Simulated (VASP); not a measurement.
# KBe2 (P6/mmm) in VASP: equation of state

Aim: energy against volume of KBe2 in PBE, for its equilibrium volume and stiffness.

Program: VASP 6.6.1. These are calculated values, not measurements. Logs are shortened: lines on timing, memory, paths and dates and some standing lists are left out, and cuts for length are marked.

## Step 1: The structure

The structure is hexagonal, space group P6/mmm (No. 191). Conventional cell: a = 3.843 Å, b = 3.843 Å, c = 5.396 Å, α = 90.00°, β = 90.00°, γ = 120.00°. K (site symmetry 6/mmm) is surrounded by 12 Be at 3.49 Å and 6 K at 3.84 Å. Be (site symmetry -6m2) has 3 Be at 2.22 Å as nearest neighbours.

The cell was built by a generator and needn't be a form met in nature.

## Step 2: Equation of state, PBE, 21.63 Å³/atom (volume scaled by 0.94)

File INCAR:

```
SYSTEM = KBe2
ALGO = Normal
EDIFF = 1E-7
ENCUT = 520
GGA = PE
ISIF = 2
ISMEAR = -1
LASPH = .True.
LCHARG = .False.
LREAL = .False.
LWAVE = .False.
NBANDS = 14
NELM = 80
PREC = Accurate
SIGMA = 0.05
```

File KPOINTS:

```
k-points
0
Gamma
  8 8 5
  0 0 0
```

File POSCAR:

```
KBe2
1.0
    3.7648041082      0.0000000000      0.0000000000
   -1.8824020541      3.2604152208      0.0000000000
    0.0000000000      0.0000000000      5.2858368468
K Be
1 2
Direct
    0.0000000000      0.0000000000      0.5000000000
    0.3333300000      0.6666700000      0.0000000000
    0.6666700000      0.3333300000      0.0000000000
```

Potentials or basis: VASP PAW PBE potentials, release 64 (K_sv, Be).

Started as:

```
cat potpaw_PBE.64/K_sv/POTCAR potpaw_PBE.64/Be/POTCAR > POTCAR
mpirun -np 1 vasp_std > vasp.out
```

OUTCAR:

```text
SYSTEM = KBe2
   EDIFF = 1E-7
   ENCUT = 520
   GGA = PE
   ISIF = 2
   ISMEAR = -1
   LASPH = .True.
   LREAL = .False.
   NELM = 80
   PREC = Accurate

 Found     63 irreducible k-points:

 Following reciprocal coordinates:
            Coordinates               Weight
  0.000000  0.000000  0.000000      1.000000
  0.125000  0.000000  0.000000      4.000000
 -0.125000  0.125000  0.000000      2.000000
  0.250000  0.000000  0.000000      4.000000
 -0.250000  0.250000  0.000000      2.000000
  0.375000  0.000000  0.000000      4.000000
   k-points           NKPTS =     63   k-points in BZ     NKDIM =     63   number of bands    NBANDS=     14
   number of dos      NEDOS =    301   number of ions     NIONS =      3
   total plane-waves  NPLWV =  31360
   dimension x,y,z NGX =    28 NGY =   28 NGZ =   40
   dimension x,y,z NGXF=    56 NGYF=   56 NGZF=   80
   ions per type =               1   2
   NGX,Y,Z   is equivalent  to a cutoff of  12.36, 12.36, 12.58 a.u.
   NGXF,Y,Z  is equivalent  to a cutoff of  24.73, 24.73, 25.16 a.u.
 SYSTEM =  KBe2
   PREC   = accura    normal or accurate (medium, high low for compatibility)
   ISTART =      0    job   : 0-new  1-cont  2-samecut
   ICHARG =      2    charge: 1-file 2-atom 10-const
   ISPIN  =      1    spin polarized calculation?
   LNONCOLLINEAR =      F non collinear calculations
   LSORBIT =      F    spin-orbit coupling
   LASPH  =      T    aspherical Exc in radial PAW
   ENCUT  =  520.0 eV  38.22 Ry    6.18 a.u.   7.00  7.00  9.83*2*pi/ulx,y,z
   NELM   =     80;   NELMIN=  2; NELMDL= -5     # of ELM steps
   EDIFF  = 0.1E-06   stopping-criterion for ELM
   LREAL  =      F    real-space projection
   EDIFFG = 0.1E-05   stopping-criterion for IOM
   NSW    =      0    number of steps for IOM
   IBRION =     -1    ionic relax: 0-MD 1-quasi-New 2-CG
   NFREE  =      0    steps in history (QN), initial steepest desc. (CG)
   ISIF   =      2    stress and relaxation
   ISYM   =      2    0-nonsym 1-usesym 2-fastsym
   POTIM  = 0.5000    time-step for ionic-motion
   TEBEG  =    0.0;   TEEND  =   0.0 temperature during run
   PSTRESS=    0.0 pullay stress
   NELECT =      13.0000    total number of electrons
   NUPDOWN=      -1.0000    fix difference up-down
   EMIN   =  10.00;   EMAX   =-10.00  energy-range for DOS
   EFERMI =   0.00;   METHOD = LEGACY
   ISMEAR =    -1;   SIGMA  =   0.05  broadening in eV -4-tet -1-fermi 0-gaus
   EFERMI_NEDOS =   21; number of points for ismear=-14 and -15
   IALGO  =     38    algorithm
   IMIX   =      4    mixing-type and parameters
     AMIX     =   0.40;   BMIX     =  1.00
     AMIX_MAG =   1.60;   BMIX_MAG =  1.00
  volume/ion in A,a.u.               =      21.63       145.95
  Fermi-wavevector in a.u.,A,eV,Ry     =   0.957958  1.810277 12.485831  0.917683
  Thomas-Fermi vector in A             =   2.087022
   LORBIT       =      0    0 simple, 1 ext, 2 COOP (PROOUT), +10 PAW based schemes
   GGA     = PE    functional components
   LHFCALC =     F    Hartree Fock is set to
   AEXX    =    0.0000 exact exchange contribution
   IVDW    =     0    specifies the selected vdW correction
   LEPSILON=     F    determine dielectric tensor
   LRPA    =     F    only Hartree local field effects (RPA)
 non-spin polarized calculation
  energy-cutoff  :      520.00
  volume of cell :       64.88
 maximum number of plane-waves:      1761
   NGX = 13   NGY = 13   NGZ = 19

 number of electron      12.9999999 magnetization

 Free energy of the ion-electron system (eV)
  ---------------------------------------------------
  ext. energy  EPLUGINS =         0.00000000
  ---------------------------------------------------
  free energy    TOTEN  =        -5.73640883 eV

  energy without entropy =       -5.71326269  energy(sigma->0) =       -5.72483576

 E-fermi :   1.5548     XC(G=0):  -8.0922

 val. band max:        1.5180560786   @ k =  -0.2500   0.2500   0.0000
 cond. band min:       1.5554127831   @ k =   0.2500   0.0000   0.2000
 fundamental gap:      0.0373567045
 Fermi energy:         1.5548112113

 k-point     1 :       0.0000    0.0000    0.0000
  band No.  band energies     occupation
      1     -29.2552      2.00000
      2     -12.6974      2.00000
      3     -12.6286      2.00000
      4     -12.6286      2.00000
      5      -4.3440      2.00000
      6       0.9047      2.00000
      7       2.9418      0.00000
      8       3.8433      0.00000
      9       3.8435      0.00000
     10       8.0686      0.00000
     11       8.0687      0.00000
     12       8.2321      0.00000
     13       8.2324      0.00000
     14       9.2999      0.00000

 k-point     2 :       0.1250    0.0000    0.0000
  band No.  band energies     occupation
      1     -29.2483      2.00000
      2     -12.6965      2.00000
      3     -12.6841      2.00000
      4     -12.6429      2.00000
      5      -4.1518      2.00000
      6       1.0089      1.99996
      7       3.0474      0.00000
      8       3.2441      0.00000
      9       3.5130      0.00000
     10       7.2669      0.00000
     11       8.1253      0.00000
     12       8.2753      0.00000
     13       8.6708      0.00000
     14       9.0984      0.00000

 k-point     3 :      -0.1250    0.1250    0.0000
  band No.  band energies     occupation
      1     -29.2483      2.00000
      2     -12.6965      2.00000
      3     -12.6841      2.00000
      4     -12.6429      2.00000
      5      -4.1518      2.00000
      6       1.0088      1.99996
      7       3.0476      0.00000
      8       3.2441      0.00000
      9       3.5129      0.00000
     10       7.2668      0.00000
     11       8.1253      0.00000
     12       8.2753      0.00000
     13       8.6709      0.00000
     14       9.0722      0.00000

 k-point     4 :       0.2500    0.0000    0.0000
  band No.  band energies     occupation
      1     -29.2316      2.00000
      2     -12.8552      2.00000
      3     -12.6774      2.00000
      4     -12.6518      2.00000
      5      -3.5935      2.00000
      6       1.3157      1.98337
      7       1.5180      1.35253
      8       2.9108      0.00000
      9       3.9113      0.00000
     10       6.4208      0.00000
     11       6.9695      0.00000
     12       8.1248      0.00000
     13       8.6149      0.00000
     14       8.8199      0.00000

 k-point     5 :      -0.2500    0.2500    0.0000
  band No.  band energies     occupation
      1     -29.2316      2.00000
      2     -12.8552      2.00000
      3     -12.6774      2.00000
      4     -12.6518      2.00000
      5      -3.5935      2.00000
      6       1.3157      1.98338
      7       1.5181      1.35185
      8       2.9107      0.00000
      9       3.9113      0.00000
     10       6.4208      0.00000
     11       6.9696      0.00000
     12       8.1248      0.00000
     13       8.6150      0.00000
     14       8.8199      0.00000

 k-point     6 :       0.3750    0.0000    0.0000
  band No.  band energies     occupation
      1     -29.2148      2.00000
      2     -13.0073      2.00000
      3     -12.7114      2.00000
      4     -12.6192      2.00000
      5      -2.7067      2.00000
      6      -0.0877      2.00000
      7       1.7652      0.02931
      8       2.4546      0.00000
      9       4.3894      0.00000
     10       5.5132      0.00000
     11       6.4232      0.00000
     12       7.9527      0.00000
     13       8.2451      0.00000
     14       9.8909      0.00000

 [... further k-points ...]

------------------------ aborting loop because EDIFF is reached ----------------------------------------

  FORCE on cell =-STRESS in cart. coord.  units (eV):
  Direction    XX          YY          ZZ          XY          YZ          ZX
  --------------------------------------------------------------------------------------
  -------------------------------------------------------------------------------------
  Total        0.6843540      0.6847962      0.7948780      0.0003833      0.0000000      0.0000000
  in kB       16.8990516     16.9099717     19.6282695      0.0094641      0.0000000      0.0000000
  external PRESSURE =      17.8124309 kB  Pullay stress =       0.0000000 kB

 VOLUME and BASIS-vectors are now :
 -----------------------------------------------------------------------------
  energy-cutoff  :      520.00
  volume of cell :       64.88
      direct lattice vectors                 reciprocal lattice vectors
     3.764804108  0.000000000  0.000000000     0.265618070  0.153354701  0.000000000
    -1.882402054  3.260415221  0.000000000     0.000000000  0.306709401  0.000000000
     0.000000000  0.000000000  5.285836847     0.000000000  0.000000000  0.189184803

 POSITION                                       TOTAL-FORCE (eV/Angst)
 -----------------------------------------------------------------------------------
      0.00000      0.00000      2.64292         0.000000      0.000000      0.000000
     -0.00002      2.17362      0.00000         0.000110     -0.000064      0.000000
      1.88242      1.08679      0.00000        -0.000110      0.000064      0.000000
 -----------------------------------------------------------------------------------
    total drift:                               -0.000000     -0.000000     -0.000000

  FREE ENERGIE OF THE ION-ELECTRON SYSTEM (eV)
  ---------------------------------------------------
  free  energy   TOTEN  =        -5.7364088293 eV

  energy  without entropy=       -5.7132626885  energy(sigma->0) =       -5.72483576
```

Run time: 44 s. Hardware: 1 thread of Intel Xeon Platinum 8488C (Sapphire Rapids), shared host; peak memory 0.2 GiB.

Results:

- Free energy: -5.7364 eV
- Pressure: 1.8 GPa
- Band gap on the k mesh: none (metal or under the smearing width)

(Part 1 of 2 ends here.)
